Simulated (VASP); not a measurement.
Method: PBE GGA, VASP's PBE PAW potentials (set 64) (plane waves; VASP).

A VASP calculation is set up with these files.

**POSCAR**
```
BN
1
    2.6063950000     0.0000000000     0.0000000000
   -1.3031980000     2.2572050000     0.0000000000
    0.0000000000     0.0000000000    25.5789460000
B N
12 12
Direct
  0.0000000000   0.0000000000   0.0000000000
  0.0000000000   0.0000000000   0.5000000000
  0.0000000000   0.0000000000   0.2500000000
  0.0000000000   0.0000000000   0.7500000000
  0.6666670000   0.3333330000   0.4166250000
  0.6666670000   0.3333330000   0.9166250000
  0.3333330000   0.6666670000   0.1666250000
  0.3333330000   0.6666670000   0.6666250000
  0.6666670000   0.3333330000   0.0832500000
  0.6666670000   0.3333330000   0.5832500000
  0.3333330000   0.6666670000   0.3332500000
  0.3333330000   0.6666670000   0.8332500000
  0.0000000000   0.0000000000   0.4373000000
  0.0000000000   0.0000000000   0.9373000000
  0.0000000000   0.0000000000   0.1873000000
  0.0000000000   0.0000000000   0.6873000000
  0.6666670000   0.3333330000   0.3539250000
  0.6666670000   0.3333330000   0.8539250000
  0.3333330000   0.6666670000   0.1039250000
  0.3333330000   0.6666670000   0.6039250000
  0.6666670000   0.3333330000   0.0207500000
  0.6666670000   0.3333330000   0.5207500000
  0.3333330000   0.6666670000   0.2707500000
  0.3333330000   0.6666670000   0.7707500000
```

**KPOINTS**
```
Automatic mesh
0
Gamma
10 10 1
0 0 0
```

INCAR:
```
ALGO  =  Normal
EDIFF  =  1E-6
ENCUT  =  400
GGA  =  PE
ISIF  =  2
ISMEAR  =  1
LASPH  =  T
LCHARG  =  F
LREAL  =  Auto
LWAVE  =  F
NELM  =  100
PREC  =  Accurate
SIGMA  =  0.05
SYSTEM  =  BN
```

POTCAR, in this order: B N (PBE.64 set). Program: vasp_std.

Output

OSZICAR:
```
       N       E                     dE             d eps       ncg     rms          rms(c)
DAV:   1     0.331976149372E+03    0.33198E+03   -0.44130E+04  1708   0.125E+03
DAV:   2    -0.198206918098E+03   -0.53018E+03   -0.50814E+03  2162   0.283E+02
DAV:   3    -0.219037385419E+03   -0.20830E+02   -0.20730E+02  2072   0.610E+01
DAV:   4    -0.219326796676E+03   -0.28941E+00   -0.28893E+00  2104   0.709E+00
DAV:   5    -0.219331622327E+03   -0.48257E-02   -0.48215E-02  2016   0.840E-01    0.221E+01
DAV:   6    -0.209669364979E+03    0.96623E+01   -0.34158E+01  1936   0.200E+01    0.107E+01
DAV:   7    -0.209055655364E+03    0.61371E+00   -0.13039E+00  2112   0.471E+00    0.657E+00
DAV:   8    -0.208918328106E+03    0.13733E+00   -0.53283E-01  1952   0.298E+00    0.841E-01
DAV:   9    -0.208905084661E+03    0.13243E-01   -0.25316E-02  2064   0.595E-01    0.242E-01
DAV:  10    -0.208905993809E+03   -0.90915E-03   -0.52384E-03  2168   0.276E-01    0.908E-02
DAV:  11    -0.208905967629E+03    0.26180E-04   -0.98539E-04  2024   0.109E-01    0.207E-02
DAV:  12    -0.208905984649E+03   -0.17020E-04   -0.68734E-05  1984   0.387E-02    0.825E-03
DAV:  13    -0.208905986438E+03   -0.17890E-05   -0.36503E-06  1848   0.877E-03    0.400E-03
DAV:  14    -0.208905986376E+03    0.62142E-07   -0.25551E-07  1184   0.251E-03
   1 F= -.20890599E+03 E0= -.20890602E+03  d E =0.911172E-04
```

### OUTCAR
```
------------------------ aborting loop because EDIFF is reached ----------------------------------------
  FORCE on cell =-STRESS in cart. coord.  units (eV):
  Direction    XX          YY          ZZ          XY          YZ          ZX
  --------------------------------------------------------------------------------------
  Total      -22.3162157    -22.3162299    -20.3031875      0.0000049      0.0000000      0.0000000
  in kB     -237.5949744   -237.5951255   -216.1627846      0.0000526      0.0000000      0.0000000
  external PRESSURE =    -230.4509615 kB  Pullay stress =       0.0000000 kB
  volume of cell :      150.49
      direct lattice vectors                 reciprocal lattice vectors
     2.606395000  0.000000000  0.000000000     0.383671700  0.221512974  0.000000000
    -1.303198000  2.257205000  0.000000000     0.000000000  0.443025777  0.000000000
     0.000000000  0.000000000 25.578946000     0.000000000  0.000000000  0.039094652
  FREE ENERGIE OF THE ION-ELECTRON SYSTEM (eV)
  ---------------------------------------------------
  free  energy   TOTEN  =      -208.9059863761 eV

  energy  without entropy=     -208.9060774933  energy(sigma->0) =     -208.90601675
```
(Selected blocks of OUTCAR.)

At this cut-off the stress carries a Pulay error, which pulls relaxed volumes low.

The structure was generated: BN was put into an ordered model structure, which need not be its known phase. The cell was not relaxed at this level. The run is one of a series of settings (LREAL = Auto, KPOINTS 10×10×1 Γ-centred mesh against the base run), some of them coarse on purpose.
